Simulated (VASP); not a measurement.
# GaBiSe4 (F-43m) in VASP: a series of runs

The runs below take GaBiSe4 through relaxation of cell and atoms, with PBE.

All numbers are computed with VASP 6.6.1; they aren't measurements. Logs are shortened: lines on timing, memory, paths and dates and some standing lists are left out, and cuts for length are marked.

## 1. The structure

Symmetry: F-43m, No. 216, cubic system. Conventional cell: a = 8.390 Å, b = 8.390 Å, c = 8.390 Å, α = 90.00°, β = 90.00°, γ = 90.00°. Ga (site symmetry -43m) is surrounded by 12 Se at 3.48 Å and 4 Bi at 3.63 Å. Around Bi (site symmetry -43m) lie 12 Se at 3.48 Å and 4 Ga at 3.63 Å. Se (site symmetry 3m) is surrounded by 6 Se at 2.97 Å.

The cell was built by a generator and needn't be a form met in nature.

## 2. Relaxation of cell and atoms, PBE

INCAR reads:

```
SYSTEM = GaBiSe4
PREC = Normal ; ENCUT = 520
EDIFF = 1E-4 ; ISMEAR = 0
SIGMA = 0.15 ; LREAL = .FALSE.
LASPH = .TRUE. ; NELM = 60
ALGO = Fast ; ISIF = 3
LWAVE = .FALSE. ; LCHARG = .FALSE.
GGA = PE ; IBRION = 2
NSW = 24 ; EDIFFG = -0.08
```

KPOINTS reads:

```
regular mesh
0
G
  3 3 3
  0 0 0
```

POSCAR reads:

```
GaBiSe4
1.0
    0.0000000000      4.1948320500      4.1948320500
    4.1948320500      0.0000000000      4.1948320500
    4.1948320500      4.1948320500      0.0000000000
Ga Bi Se
1 1 4
Direct
    0.7500000000      0.7500000000      0.7500000000
    0.0000000000      0.0000000000      0.0000000000
    0.3750000000      0.3750000000      0.8750000000
    0.3750000000      0.8750000000      0.3750000000
    0.8750000000      0.3750000000      0.3750000000
    0.3750000000      0.3750000000      0.3750000000
```

Potentials or basis: VASP PAW PBE potentials, release 64 (Ga_d, Bi_d, Se).

Started as:

```
$ cat potpaw_PBE.64/Ga_d/POTCAR potpaw_PBE.64/Bi_d/POTCAR potpaw_PBE.64/Se/POTCAR > POTCAR
$ mpirun -np 1 vasp_std > vasp.out
```

OUTCAR:

```text
SYSTEM = GaBiSe4
   PREC = Normal
   ENCUT = 520
   EDIFF = 1E-4
   ISMEAR = 0
   LREAL = .FALSE.
   LASPH = .TRUE.
   NELM = 60
   ISIF = 3
   GGA = PE
   IBRION = 2
   NSW = 24
   EDIFFG = -0.08

 ion  position               nearest neighbor table
   1  0.750  0.750  0.750-
   2  0.000  0.000  0.000-
   3  0.375  0.375  0.875-
   4  0.375  0.875  0.375-
   5  0.875  0.375  0.375-
   6  0.375  0.375  0.375-

  LATTYP: Found a face centered cubic cell.
 ALAT       =     8.3896641000

  Lattice vectors:

 A1 = (   0.0000000000,   4.1948320500,   4.1948320500)
 A2 = (   4.1948320500,   0.0000000000,   4.1948320500)
 A3 = (   4.1948320500,   4.1948320500,   0.0000000000)

Analysis of symmetry for initial positions (statically):
=====================================================================
 Subroutine PRICEL returns:
 Original cell was already a primitive cell.

 Routine SETGRP: Setting up the symmetry group for a
 face centered cubic supercell.

 Subroutine GETGRP returns: Found 24 space group operations
 (whereof 24 operations were pure point group operations)
 out of a pool of 48 trial point group operations.

The static configuration has the point symmetry T_d .

Analysis of symmetry for dynamics (positions and initial velocities):
=====================================================================
 Subroutine PRICEL returns:
 Original cell was already a primitive cell.

 Routine SETGRP: Setting up the symmetry group for a
 face centered cubic supercell.

 Subroutine GETGRP returns: Found 24 space group operations
 (whereof 24 operations were pure point group operations)
 out of a pool of 48 trial point group operations.

The dynamic configuration has the point symmetry T_d .

 Subroutine INISYM returns: Found 24 space group operations
 (whereof 24 operations are pure point group operations),
 and found     1 'primitive' translations

----------------------------------------------------------------------------------------

                                     Primitive cell

  volume of cell :     147.6297

  direct lattice vectors                    reciprocal lattice vectors
     0.000000000  4.194832050  4.194832050    -0.119194283  0.119194283  0.119194283
     4.194832050  0.000000000  4.194832050     0.119194283 -0.119194283  0.119194283
     4.194832050  4.194832050  0.000000000     0.119194283  0.119194283 -0.119194283

  length of vectors
     5.932388377  5.932388377  5.932388377     0.206450555  0.206450555  0.206450555

  position of ions in fractional coordinates (direct lattice)
     0.750000000  0.750000000  0.750000000
     0.000000000  0.000000000  0.000000000
     0.375000000  0.375000000  0.875000000
     0.375000000  0.875000000  0.375000000
     0.875000000  0.375000000  0.375000000
     0.375000000  0.375000000  0.375000000

  ion indices of the primitive-cell ions
   primitive index   ion index
                 1           1
                 2           2
                 3           3
                 4           4
                 5           5
                 6           6

----------------------------------------------------------------------------------------

 KPOINTS: regular mesh

Automatic generation of k-mesh.
 Grid dimensions read from file:
 generate k-points for:    3    3    3

 Generating k-lattice:

  Cartesian coordinates                     Fractional coordinates (reciprocal lattice)
    -0.039731428  0.039731428  0.039731428     0.333333333  0.000000000  0.000000000
     0.039731428 -0.039731428  0.039731428     0.000000000  0.333333333  0.000000000
     0.039731428  0.039731428 -0.039731428     0.000000000  0.000000000  0.333333333

  Length of vectors
     0.068816852  0.068816852  0.068816852

  Shift w.r.t. Gamma in fractional coordinates (k-lattice)
     0.000000000  0.000000000  0.000000000

 Subroutine IBZKPT returns following result:
 ===========================================

 Found      4 irreducible k-points:

 Following reciprocal coordinates:
            Coordinates               Weight
  0.000000  0.000000  0.000000      1.000000
  0.333333  0.000000  0.000000      8.000000
  0.333333  0.333333  0.000000      6.000000
 -0.333333  0.333333  0.000000     12.000000
   k-points           NKPTS =      4   k-points in BZ     NKDIM =      4   number of bands    NBANDS=     31
   number of dos      NEDOS =    301   number of ions     NIONS =      6
   total plane-waves  NPLWV =  46656
   dimension x,y,z NGX =    36 NGY =   36 NGZ =   36
   dimension x,y,z NGXF=    72 NGYF=   72 NGZF=   72
   ions per type =               1   1   4
   NGX,Y,Z   is equivalent  to a cutoff of  10.09, 10.09, 10.09 a.u.
   NGXF,Y,Z  is equivalent  to a cutoff of  20.18, 20.18, 20.18 a.u.
 SYSTEM =  GaBiSe4
   PREC   = normal    normal or accurate (medium, high low for compatibility)
   ISTART =      0    job   : 0-new  1-cont  2-samecut
   ICHARG =      2    charge: 1-file 2-atom 10-const
   ISPIN  =      1    spin polarized calculation?
   LNONCOLLINEAR =      F non collinear calculations
   LSORBIT =      F    spin-orbit coupling
   LASPH  =      T    aspherical Exc in radial PAW
   ENCUT  =  520.0 eV  38.22 Ry    6.18 a.u.  11.03 11.03 11.03*2*pi/ulx,y,z
   NELM   =     60;   NELMIN=  2; NELMDL= -5     # of ELM steps
   EDIFF  = 0.1E-03   stopping-criterion for ELM
   LREAL  =      F    real-space projection
   EDIFFG = -.8E-01   stopping-criterion for IOM
   NSW    =     24    number of steps for IOM
   IBRION =      2    ionic relax: 0-MD 1-quasi-New 2-CG
   NFREE  =      1    steps in history (QN), initial steepest desc. (CG)
   ISIF   =      3    stress and relaxation
   ISYM   =      2    0-nonsym 1-usesym 2-fastsym
   POTIM  = 0.5000    time-step for ionic-motion
   TEBEG  =    0.0;   TEEND  =   0.0 temperature during run
   PSTRESS=    0.0 pullay stress
   NELECT =      52.0000    total number of electrons
   NUPDOWN=      -1.0000    fix difference up-down
   EMIN   =  10.00;   EMAX   =-10.00  energy-range for DOS
   EFERMI =   0.00;   METHOD = LEGACY
   ISMEAR =     0;   SIGMA  =   0.15  broadening in eV -4-tet -1-fermi 0-gaus
   EFERMI_NEDOS =   21; number of points for ismear=-14 and -15
   IALGO  =     68    algorithm
   IMIX   =      4    mixing-type and parameters
     AMIX     =   0.40;   BMIX     =  1.00
     AMIX_MAG =   1.60;   BMIX_MAG =  1.00
  volume/ion in A,a.u.               =      24.60       166.04
  Fermi-wavevector in a.u.,A,eV,Ry     =   1.156160  2.184826 18.186997  1.336707
  Thomas-Fermi vector in A             =   2.292783
   LORBIT       =      0    0 simple, 1 ext, 2 COOP (PROOUT), +10 PAW based schemes
   GGA     = PE    functional components
   LHFCALC =     F    Hartree Fock is set to
   AEXX    =    0.0000 exact exchange contribution
   IVDW    =     0    specifies the selected vdW correction
   LEPSILON=     F    determine dielectric tensor
   LRPA    =     F    only Hartree local field effects (RPA)
 conjugate gradient relaxation of ions
 non-spin polarized calculation
 RMM-DIIS sequential band-by-band and
 Gauss-broadening in eV      SIGMA  =   0.15
  energy-cutoff  :      520.00
  volume of cell :      147.63
 maximum number of plane-waves:      3992
   NGX = 23   NGY = 23   NGZ = 23

--------------------------------------- Ionic step        1  -------------------------------------------

 number of electron      52.0000024 magnetization

 Free energy of the ion-electron system (eV)
  ---------------------------------------------------
  ext. energy  EPLUGINS =         0.00000000
  ---------------------------------------------------
  free energy    TOTEN  =       -18.39668802 eV

  energy without entropy =      -18.34046372  energy(sigma->0) =      -18.36857587

 E-fermi :   5.0880     XC(G=0):  -9.9898

 val. band max:        5.0507826806   @ k =  -0.3333   0.3333   0.0000
 cond. band min:       5.2327760258   @ k =  -0.3333   0.3333   0.0000
 fundamental gap:      0.1819933452
 Fermi energy:         5.0880286752

 k-point     1 :       0.0000    0.0000    0.0000
  band No.  band energies     occupation
      1     -18.5885      2.00000
      2     -18.5885      2.00000
      3     -18.5885      2.00000
      4     -18.5813      2.00000
      5     -18.5813      2.00000
      6     -10.0783      2.00000
[... 23 lines left out ...]
     30       6.8401      0.00000
     31       6.8447      0.00000
[... 322 lines left out ...]
 POSITION                                       TOTAL-FORCE (eV/Angst)
 -----------------------------------------------------------------------------------
      6.21692      6.21692      6.21692        -0.000000     -0.000000     -0.000000
      0.00000      4.14462      4.14462        -0.000000     -0.000000     -0.000000
      5.19587      5.19587      3.09337         0.102552      0.102552     -0.102552
      5.19587      3.09337      5.19587         0.102552     -0.102552      0.102552
      3.09337      5.19587      5.19587        -0.102552      0.102552      0.102552
      3.09337      3.09337      3.09337        -0.102552     -0.102552     -0.102552
 -----------------------------------------------------------------------------------
    total drift:                                0.000001      0.000001      0.000000

  FREE ENERGIE OF THE ION-ELECTRON SYSTEM (eV)
  ---------------------------------------------------
  free  energy   TOTEN  =       -18.4407603584 eV

  energy  without entropy=      -18.3898342815  energy(sigma->0) =      -18.41529732

--------------------------------------- Ionic step        7  -------------------------------------------

 number of electron      52.0000002 magnetization

 Free energy of the ion-electron system (eV)
  ---------------------------------------------------
  ext. energy  EPLUGINS =         0.00000000
  ---------------------------------------------------
  free energy    TOTEN  =       -18.45767462 eV

  energy without entropy =      -18.42201037  energy(sigma->0) =      -18.43984250

 E-fermi :   5.4322     XC(G=0): -10.1397

 val. band max:        5.3665961925   @ k =  -0.3333   0.3333   0.0000
 cond. band min:       5.6806482508   @ k =   0.3333   0.3333   0.0000
 fundamental gap:      0.3140520583
 Fermi energy:         5.4322274658

 k-point     1 :       0.0000    0.0000    0.0000
  band No.  band energies     occupation
      1     -18.1123      2.00000
      2     -18.1123      2.00000
      3     -18.1123      2.00000
      4     -18.1025      2.00000
      5     -18.1025      2.00000
      6     -10.0849      2.00000
[... 23 lines left out ...]
     30       7.2523      0.00000
     31       7.2523      0.00000
[... 113 lines left out ...]
 VOLUME and BASIS-vectors are now :
 -----------------------------------------------------------------------------
  energy-cutoff  :      520.00
  volume of cell :      142.71
      direct lattice vectors                 reciprocal lattice vectors
     0.000000000  4.147746665  4.147746665    -0.120547382  0.120547382  0.120547382
     4.147746665  0.000000000  4.147746665     0.120547382 -0.120547382  0.120547382
     4.147746665  4.147746665 -0.000000000     0.120547382  0.120547382 -0.120547382

 POSITION                                       TOTAL-FORCE (eV/Angst)
 -----------------------------------------------------------------------------------
      6.22162      6.22162      6.22162         0.000000      0.000000      0.000000
      0.00000      0.00000      0.00000         0.000000      0.000000      0.000000
      5.22291      5.22291      3.07258        -0.010309     -0.010309      0.010309
      5.22291      3.07258      5.22291        -0.010309      0.010309     -0.010309
      3.07258      5.22291      5.22291         0.010309     -0.010309     -0.010309
      3.07258      3.07258      3.07258         0.010309      0.010309      0.010309
 -----------------------------------------------------------------------------------
    total drift:                                0.000001      0.000001      0.000000

  FREE ENERGIE OF THE ION-ELECTRON SYSTEM (eV)
  ---------------------------------------------------
  free  energy   TOTEN  =       -18.4576746238 eV

  energy  without entropy=      -18.4220103683  energy(sigma->0) =      -18.43984250

 reached required accuracy - stopping structural energy minimisation
```

Wall time 70 s (1 thread of Intel Xeon Platinum 8259CL at 2.50GHz (Skylake/Cascade Lake), shared host); peak memory 0.22 GiB.

What came out:

| Quantity | Value |
| --- | --- |
| Free energy | -18.4577 eV |
| Relaxed volume | 23.79 Å³/atom |
| Relaxed cell | a = 5.866 Å, b = 5.866 Å, c = 5.866 Å, α = 60.00°, β = 60.00°, γ = 60.00° |
| Space group after relaxing (to 0.05 Å) | F-43m (No. 216) |
| Energy gained by relaxing | 10.2 meV/atom |
| Ionic steps | 7 |
| Pressure after relaxing | 0.4 GPa |
| Band gap on the k mesh | none (metal or under the smearing width) |

Step by step:
| step | energy change (eV) | largest force (eV/Å) | pressure (GPa) | volume (Å³) |
| --- | --- | --- | --- | --- |
| 1 | 0.0000 | 0.2472 | -1.52 | 147.63 |
| 2 | -0.0330 | 0.2162 | 0.13 | 142.70 |
| 3 | -0.0332 | 0.2112 | 0.52 | 142.12 |
| 4 | -0.0332 | 0.2170 | 0.26 | 142.39 |
| 5 | -0.0332 | 0.2144 | 0.40 | 142.28 |
| 6 | -0.0441 | 0.1776 | 0.36 | 142.39 |
| 7 | -0.0610 | 0.0179 | 0.39 | 142.71 |

Final structure:
```
Ga Bi Se
1.0
     0.00000    4.14775    4.14775
     4.14775    0.00000    4.14775
     4.14775    4.14775    0.00000
Ga Bi Se
1 1 4
Direct
  0.75000 0.75000 0.75000
  0.00000 0.00000 0.00000
  0.37039 0.37039 0.88882
  0.37039 0.88882 0.37039
  0.88882 0.37039 0.37039
  0.37039 0.37039 0.37039
```

Levels at points of the mesh, in eV from the Fermi level:
| k point | band 22 | band 23 | band 24 | band 25 | band 26 | band 27 | band 28 | band 29 |
| --- | --- | --- | --- | --- | --- | --- | --- | --- |
| (0.00, 0.00, 0.00) | -3.59 | -1.29 | -1.29 | -1.29 | 1.11 | 1.11 | 1.11 | 1.82 |

Caveat: the k mesh is coarse (spacing up to 0.43 Å⁻¹), so the values aren't converged; spin-orbit coupling is left out, which moves the levels of the heavy elements; the relaxation stopped at a loose force limit of 0.08 eV/Å, so its end isn't a converged minimum.

[end of part 1 of 2]
